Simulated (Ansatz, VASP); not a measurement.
# Fe: VASP beside Ansatz

One calculation is typed for both programs; each brings its own data sets and cutoff. How far apart do they land?

Method: plane waves, with VASP 6.6.1 beside it; relaxation of cell and atoms at PBEsol, in Ansatz 0.2.0.

## Step 1: The starting structure

It takes space group Im-3m (No. 229, cubic). Conventional cell: a = 2.782 Å, b = 2.782 Å, c = 2.782 Å, α = 90.00°, β = 90.00°, γ = 90.00°. Nearest to Fe lie 8 Fe at 2.41 Å.

## Step 2: Ansatz: relaxation of cell and atoms, PBEsol

Ansatz runs on its default PAW (the set named soft_2) files.

The relaxed volume is the usual yardstick between codes: its relative difference is about their pressure difference at one cell divided by the bulk modulus.

input.yaml

```yaml
crystal:
  lattice:
    - [-1.3911892646, 1.3911892646, 1.3911892646]
    - [1.3911892646, -1.3911892646, 1.3911892646]
    - [1.3911892646, 1.3911892646, -1.3911892646]
  atoms:
    - { symbol: Fe, position: [0.0, 0.0, 0.0], spin: 3.0 }
hamiltonian:
  xc: pbesol
  pseudopotentials: { kind: paw }
magnetization:
  spin_polarized: true
kpoints:
  mp_grid: { grid: [16, 16, 16] }
scf:
  occupations: { method: methfessel_paxton, width: 0.15 }
relax:
  f_tol: 0.01
  max_steps: 60
  cell: { stress_tol: 0.05 }
output:
  forces: true
  stress: true
```

Run with:

```
ansatz run input.yaml --threads 4 --pin off --max-ram 9216MiB --backend cpu --events-out ev --progress --plain --runs-dir out
```

Numbers of over 12 decimals in the logs are rounded to 6 here.

Log:

```text
Engine: ansatz 0.2.0, x86_64-unknown-linux-gnu
Pseudopotentials: kind: paw
Pseudopotential: Fe, paw, valence charge 16, recommended cutoff 420 eV (normal), Fe.paw.azcp
Functional definition: PBEsol
  exchange = pbesol_x
  correlation = pbesol_c
Crystal: 1 atoms, lattice volume = 10.770 Å³
Basis set: ecut = 420 eV, 201 PW (Γ), exchange–correlation on 36×36×36 points (8 copies of the dense FFT grid, shifted against one another)
Bands: 14, of which v1, the nominal top of the filled ones, is band 8 counted from 1 (7 counted from 0)
Symmetry: 48 space group operations
Space group: Im-3m (ITA 229), of the structure as read, at distance tolerance 2.2e-5 Å
Magnetic group: BNS 229.140 (UNI 1642), of the structure as read, at distance tolerance 2.2e-5 Å
k-points: 145 of 4096
Non-local potential: Fe, projectors of the file, l = 0: 3, l = 1: 2, l = 2: 3, l = 3: 1
PAW form: soft (Blöchl's): semilocal exchange-correlation on the pseudo side does not see the compensation charge
PAW frozen core: Fe, regenerated for the run's functional, and the local potential with it (the file was generated under x = pbe(κ = 0.804, μ = 0.219515), c = pbe(β = 0.066725))
PAW one-centre angular grid: Fe, 590 points (default); XC on 64 Gauss nodes
Initial density: superposition of atomic densities (chi_scale 0.1, normalization cell)
Starting moments: Σ|m| = 3 μB on 1 of 1 site
Initial wavefunctions: pseudopotential atomic-orbital guess
Functional: x = pbesol(κ = 0.804, μ = 0.123457), c = pbesol(β = 0.046)
SCF iter   1: F=—  HF=-4448.771894 eV  |F-HF|=—  |Δ(HF+E_count)|=         —  Δρ=1.08e-1 (↑1.08e-1 ↓7.05e-2)  dr2=1.94e0  dr2_m=1.44e-1  M=2.412 μB ∫|m|=2.455 μB  β_m=0.30  ethr=3.10e-3  ⟨swp⟩=4.8  Hψ=19645  notcnv=0
Mixer restart at iter 1: flushing history
preconditioner: auto → none  [metal: Δε(μ)=0.021 eV  Ē_g=15.264 eV  σ=0.150 eV  W_gap=0.08  n_scr=0 (ndim 8)  ℏωp=32.0 eV  f_vac=0.000  D(μ)=0.88/eV (n_scr^D=12)]
SCF iter   2: F=—  HF=-4448.056400 eV  |F-HF|=—  |Δ(HF+E_count)|=   7.15e-1  Δρ=2.37e-2 (↑2.37e-2 ↓2.22e-2)  dr2=2.69e-2  dr2_m=3.57e-2  M=2.472 μB ∫|m|=2.539 μB  β_m=0.29  ethr=3.10e-3  ⟨swp⟩=3.4  Hψ=10283  notcnv=0  defer=347
SCF iter   3: F=—  HF=-4448.453402 eV  |F-HF|=—  |Δ(HF+E_count)|=         —  Δρ=4.95e-2 (↑4.95e-2 ↓4.84e-2)  dr2=3.59e-3  dr2_m=2.34e-1  M=2.148 μB ∫|m|=2.204 μB  β_m=0.29  ethr=1.68e-4  ⟨swp⟩=2.2  Hψ=7925  notcnv=0  defer=348
Mixer restart at iter 3: flushing history
SCF iter   4: F=—  HF=-4448.591086 eV  |F-HF|=—  |Δ(HF+E_count)|=   1.38e-1  Δρ=3.83e-2 (↑3.20e-2 ↓3.83e-2)  dr2=3.73e-3  dr2_m=1.21e-1  M=2.136 μB ∫|m|=2.199 μB  β_m=0.64  ethr=2.25e-5  ⟨swp⟩=2.5  Hψ=6260  notcnv=0  defer=348
SCF iter   5: F=—  HF=-4448.870262 eV  |F-HF|=—  |Δ(HF+E_count)|=   2.79e-1  Δρ=2.73e-2 (↑2.73e-2 ↓6.46e-3)  dr2=5.11e-2  dr2_m=1.70e-2  M=2.038 μB ∫|m|=2.118 μB  β_m=0.52  ethr=2.25e-5  ⟨swp⟩=3.1  Hψ=8819  notcnv=0  defer=336
SCF iter   6: F=—  HF=-4448.851910 eV  |F-HF|=—  |Δ(HF+E_count)|=   1.84e-2  Δρ=4.83e-3 (↑4.83e-3 ↓2.75e-3)  dr2=4.83e-3  dr2_m=1.63e-4  M=2.078 μB ∫|m|=2.159 μB  β_m=0.62  ethr=2.25e-5  ⟨swp⟩=2.0  Hψ=9604  notcnv=0  defer=349
SCF iter   7: F=—  HF=-4448.851548 eV  |F-HF|=—  |Δ(HF+E_count)|=   3.62e-4  Δρ=8.07e-4 (↑4.78e-4 ↓8.07e-4)  dr2=1.36e-4  dr2_m=4.99e-6  M=2.071 μB ∫|m|=2.153 μB  β_m=0.81  ethr=2.25e-5  ⟨swp⟩=1.2  Hψ=4450  notcnv=0  defer=343
SCF iter   8: F=—  HF=-4448.851589 eV  |F-HF|=—  |Δ(HF+E_count)|=   4.10e-5  Δρ=2.40e-4 (↑2.40e-4 ↓4.25e-5)  dr2=4.64e-6  dr2_m=1.09e-6  M=2.069 μB ∫|m|=2.150 μB  β_m=0.91  ethr=8.47e-7  ⟨swp⟩=2.3  Hψ=5303  notcnv=0  defer=341
SCF iter   9: F=—  HF=-4448.845699 eV  |F-HF|=—  |Δ(HF+E_count)|=         —  Δρ=2.57e-4 (↑2.57e-4 ↓1.01e-4)  dr2=5.34e-7  dr2_m=2.77e-6  M=2.069 μB ∫|m|=2.150 μB  β_m=0.91  ethr=2.90e-8  ⟨swp⟩=2.2  Hψ=5174  notcnv=0  defer=341
Mixer restart at iter 9: flushing history
iteration 9: the input's own smearing fills from here on; a Gaussian of 0.15 eV has filled iterations ahead of it
SCF iter  10: F=—  HF=-4448.845701 eV  |F-HF|=—  |Δ(HF+E_count)|=   2.74e-6  S|Δr|=    0.00e0  Δρ=1.19e-4 (↑1.19e-4 ↓8.87e-5)  dr2=8.32e-8  dr2_m=1.05e-6  M=2.069 μB ∫|m|=2.149 μB  β_m=0.95  ethr=6.25e-10  ⟨swp⟩=2.6  Hψ=13860  notcnv=0
SCF iter  11: F=—  HF=-4448.845702 eV  |F-HF|=—  |Δ(HF+E_count)|=   7.39e-7  S|Δr|=    0.00e0  Δρ=8.16e-5 (↑3.51e-5 ↓8.16e-5)  dr2=8.75e-7  dr2_m=7.18e-8  M=2.069 μB ∫|m|=2.149 μB  β_m=0.94  ethr=5.20e-10  ⟨swp⟩=4.1  Hψ=12123  notcnv=0
SCF iter  12: F=—  HF=-4448.845703 eV  |F-HF|=—  |Δ(HF+E_count)|=   6.30e-7  S|Δr|=    0.00e0  Δρ=1.67e-4 (↑1.67e-4 ↓5.70e-5)  dr2=3.20e-6  dr2_m=3.49e-7  M=2.068 μB ∫|m|=2.149 μB  β_m=0.69  ethr=5.20e-10  ⟨swp⟩=2.6  Hψ=6515  notcnv=0  defer=341  recentre
SCF iter  13: F=-4448.845702 eV  HF=-4448.845702 eV  |F-HF|=1.85e-9  |Δ(HF+E_count)|=   7.60e-7  S|Δr|=    0.00e0  Δρ=7.24e-6 (↑2.66e-6 ↓7.24e-6)  dr2=4.22e-9  dr2_m=9.32e-10  M=2.068 μB ∫|m|=2.149 μB  ethr=5.20e-10  ⟨swp⟩=2.7  Hψ=14198  notcnv=0
SCF 1 converged in 13 iterations: F = -4448.845702 eV  dr2 = 4.22e-9
  greatest PAW one-centre occupation: 1.002 electrons in one spin orbital (limit 2), on the Fe atom at site 0 (counted from 0), in its partial waves of l = 1
relax step   1: F+E_penalty+E_count = -4448.84570205 eV  Δ(F+E_penalty+E_count) = +0.000e0 eV  max|allowed force component| = 0.000e0 eV/Å  Δτ_max = 0.0000 Å  P = +0.701 GPa  Ω = 10.770 Å³  (13 SCF iters, dr2 threshold 1.00e-7 eV, accepted)
[...]
relax step   2: F+E_penalty+E_count = -4448.84574670 eV  Δ(F+E_penalty+E_count) = -4.464e-5 eV  max|allowed force component| = 0.000e0 eV/Å  Δτ_max = 0.0000 Å  P = +0.310 GPa  Ω = 10.788 Å³  energy of the carried Pulay correction = -1.286e-5 eV  (5 SCF iters, dr2 threshold 1.00e-7 eV, accepted)
[...]
relax step   3: F+E_penalty+E_count = -4448.84575056 eV  Δ(F+E_penalty+E_count) = -3.862e-6 eV  max|allowed force component| = 0.000e0 eV/Å  Δτ_max = 0.0000 Å  P = +0.002 GPa  Ω = 10.803 Å³  energy of the carried Pulay correction = -2.310e-5 eV  (5 SCF iters, dr2 threshold 1.00e-7 eV, accepted)
[...]
relax step   4: F+E_penalty+E_count = -4448.84577558 eV  Δ(F+E_penalty+E_count) = -2.502e-5 eV  max|allowed force component| = 0.000e0 eV/Å  Δτ_max = 0.0000 Å  P = +0.004 GPa  Ω = 10.803 Å³  stress off target by 3.66e-3 GPa  SCF on the basis re-selected at this cell (its energy is not comparable with the rows above)  (5 SCF iters)
basis re-selected at this cell: Δ(F+E_penalty+E_count) = -2.502e-5 eV, ΔP = +0.002 GPa vs the last step (what re-selecting the basis moved, of the pressure what is left beyond the Pulay correction that the steps carried, after the strain that the cell walked since its last selection, with what the two solves' SCF thresholds leave and, on support functions, any second-order correction that the steps lacked; it is no measure of the basis error at this ecutwfc). This SCF's stress stands 3.66e-3 GPa from its target on what of the cell is left free (relax.cell.stress_tol is 5.00e-2 GPa) and its largest allowed force component is 0.00e0 eV/Å (relax.f_tol is 1.00e-2 eV/Å): [rest of the remark cut]
SCF converged after 5 iterations
Stability not checked: this state was not tested for a lower state beside it, because cold or Methfessel-Paxton smearing, or corrected tetrahedra, fill the levels in a way that the test cannot read (fill_not_monotonic; see scf.lower_state_search)
Magnetization: 2.0731 μB (9.0365 up, 6.9635 down)
Absolute magnetization: 2.1544 μB (∫|ρ↑−ρ↓|, with the PAW one-centre terms)
Spin contamination: 0.0272 ħ² per cell (⟨S²⟩ above its minimum at these occupations)
Per-site moments (μB) at R_I (Å): [(2.097950, 0.994973)]
Free energy (F): -4448.845776 eV
Harris-Foulkes:  -4448.845776 eV  (|F-HF|=2.73e-12)
Internal energy: -4448.845036 eV  (E = F + TS)
E sigma→0 (E₀):  -4448.845591 eV
Entropy (-TS):   -0.000740 eV (-0.740 meV/atom)
Fermi energy:    19.600637 eV
--- Per-component energies (eV) ---
  E_band       = -195.701137
  E_kinetic    = 352.318452
  E_local      = -2001.429666  (includes V_loc(G=0)·N_el)
  E_nonlocal   = 218.895199
  E_hartree    = 841.756920
  E_xc         = -117.765359
  E_vxc        = -152.293517  (∫ρ·V_xc dr)
  E_paw        = -1334.475477  (= ΣΔE_a)
  E_vpaw       = -296.706339  (= ΣTr[D̂ρ^β])
  E_aug_tail   = 0.000774  (compensation charges beyond the density's cutoff)
  E_ewald      = -2408.325079
  E_core_change = 0.179202  (= ΣΔE_core)
  E_smearing   = -0.000740  (= −TS)
  E_closure    = 0.000000  (closes the sum)
  Σ components = -4448.845776   (vs F -4448.845776, Δ=0.00e0)
--- Forces (eV/Å), atoms counted from 1 ---
  atom   1  Fe    -0.00000000     0.00000000     0.00000000
  max |Σ_I F_I| component: 1.31e-31 eV/Å
--- Stress (GPa, compression-positive) ---
        0.003664       0.000000      -0.000000
       -0.000000       0.003664      -0.000000
        0.000000       0.000000       0.003664
  P = ⅓ Tr σ = 0.0037 GPa (0.037 kbar)
--- Relaxed structure (3 steps of the walk, 3 accepted, 1 SCFs on fresh bases) ---
  F+E_penalty+E_count = -4448.84577558 eV   max|allowed force component| = 0.000e0 eV/Å   (the final SCF, on the basis selected at the relaxed cell)
  cell:  # Å, volume = 10.8029 Å³
    - [-1.392601, 1.392601, 1.392601]
    - [1.392601, -1.392601, 1.392601]
    - [1.392601, 1.392601, -1.392601]
  atoms:
    - { symbol: Fe, position: [0.0, 0.0, 0.0] }
```

The job ended after 3.4 s (4 threads of AMD EPYC 7B13 (Zen 3), shared host; peak memory 0.38 GiB).

## Step 3: VASP: relaxation of cell and atoms, PBEsol

The same cell, functional, mesh and smearing now go to VASP, with its own data sets and cutoff.

Lines of VASP's logs that name or quote its potential files are left out, and so is its time.

INCAR

```
SYSTEM = Fe
PREC = Accurate
ENCUT = 350
EDIFF = 1E-06
NELM = 120
ISMEAR = 1
SIGMA = 0.15
LREAL = .FALSE.
ALGO = Normal
GGA = PS
NBANDS = 12
ISPIN = 2
MAGMOM = 3
LASPH = .TRUE.
LMAXMIX = 4
LORBIT = 11
LWAVE = .FALSE.
LCHARG = .FALSE.
KPAR = 8
IBRION = 2
NSW = 30
ISIF = 3
EDIFFG = -0.02
POTIM = 0.4
```

POSCAR

```
Fe
1.0
   -1.3911892646      1.3911892646      1.3911892646
    1.3911892646     -1.3911892646      1.3911892646
    1.3911892646      1.3911892646     -1.3911892646
Fe
1
Direct
    0.0000000000      0.0000000000      0.0000000000
```

KPOINTS

```
Automatic mesh
0
Gamma
16 16 16
0 0 0
```

Potentials, in the order of the species: Fe (PBE family, release 64).

Run with:

```
mpirun -np 8 vasp_std
```

Log:

```text
[banner, memory and clock lines left out]
running    8 mpi-ranks, on    1 nodes
 distrk:  each k-point on    1 cores,    8 groups
 distr:  one band on    1 cores,    1 groups

 POSCAR found type information on POSCAR Fe
 POSCAR found :  1 types and       1 ions
|                                                                             |
|           W    W    AA    RRRRR   N    N  II  N    N   GGGG   !!!           |
|           W    W   A  A   R    R  NN   N  II  NN   N  G    G  !!!           |
|           W    W  A    A  R    R  N N  N  II  N N  N  G       !!!           |
|           W WW W  AAAAAA  RRRRR   N  N N  II  N  N N  G  GGG   !            |
|           WW  WW  A    A  R   R   N   NN  II  N   NN  G    G                |
|           W    W  A    A  R    R  N    N  II  N    N   GGGG   !!!           |
|                                                                             |
|     For optimal performance we recommend to set                             |
|       NCORE = 2 up to number-of-cores-per-socket                            |
|     NCORE specifies how many cores store one orbital (NPAR=cpu/NCORE).      |
|     This setting can greatly improve the performance of VASP for DFT.       |
|     The default, NCORE=1 might be grossly inefficient on modern             |
|     multi-core architectures or massively parallel machines. Do your        |
|     Unfortunately you need to use the default for GW and RPA                |
|     calculations (for HF NCORE is supported but not extensively tested      |
|     yet).                                                                   |
|                                                                             |

|                                                                             |
|               ----> ADVICE to this user running VASP <----                  |
|                                                                             |
|     You enforced a specific xc type in the INCAR file but a different       |
|     [... a line on the potential file left out ...]
|     I HOPE YOU KNOW WHAT YOU ARE DOING!                                     |
|                                                                             |

 LDA part: xc-table for (Slater+PW92), standard interpolation
 POSCAR, INCAR and KPOINTS ok, starting setup
 FFT: planning ... GRIDC
 FFT: planning ... GRID_SOFT
 FFT: planning ... GRID
 WAVECAR not read
 entering main loop
       N       E                     dE             d eps       ncg     rms          rms(c)
DAV:   1     0.139087567234E+02    0.13909E+02   -0.30877E+03  7688   0.607E+02
DAV:   2    -0.946578118616E+01   -0.23375E+02   -0.21548E+02  7304   0.112E+02
DAV:   3    -0.994671833501E+01   -0.48094E+00   -0.47871E+00  8060   0.183E+01
DAV:   4    -0.994831850640E+01   -0.16002E-02   -0.16000E-02  7736   0.946E-01
DAV:   5    -0.994832786247E+01   -0.93561E-05   -0.93556E-05  8020   0.748E-02    0.129E+01
DAV:   6    -0.898753909767E+01    0.96079E+00   -0.10258E+01  7840   0.424E+01    0.483E+00
DAV:   7    -0.894074010375E+01    0.46799E-01   -0.45177E-01  8100   0.878E+00    0.308E+00
DAV:   8    -0.893073192924E+01    0.10008E-01   -0.53289E-03  8332   0.463E-01    0.134E+00
DAV:   9    -0.892245364750E+01    0.82783E-02   -0.55995E-03  9236   0.399E-01    0.249E-01
DAV:  10    -0.892236929484E+01    0.84353E-04   -0.44785E-04  7920   0.266E-01    0.722E-02
DAV:  11    -0.892237694267E+01   -0.76478E-05   -0.74090E-05  7880   0.877E-02    0.291E-02
DAV:  12    -0.892237672976E+01    0.21291E-06   -0.22691E-06  7480   0.181E-02
   1 F= -.89223767E+01 E0= -.89222083E+01  d E =-.892238E+01  mag=     2.0850
 curvature:   0.00 expect dE= 0.000E+00 dE for cont linesearch  0.000E+00
 trial: gam= 0.00000 g(F)=  0.117E-63 g(S)=  0.617E-05 ort = 0.000E+00 (trialstep = 0.100E+01)
 search vector abs. value=  0.617E-05
 reached required accuracy - stopping structural energy minimisation
```

(Continued in part 2 of 2.)

[Lines on the potential files, build, host, timing and source positions are cut from VASP's logs without a mark.]

[Logs are printed without paths, hosts, clocks, repeated set-up lines and the standing remarks that a program may print on its own settings, such as how far it seeks lower states.]

[Hosts, paths, dates, database ids (printed as entryN), source tags and the programs' standing remarks are cut or masked in the printed files.]
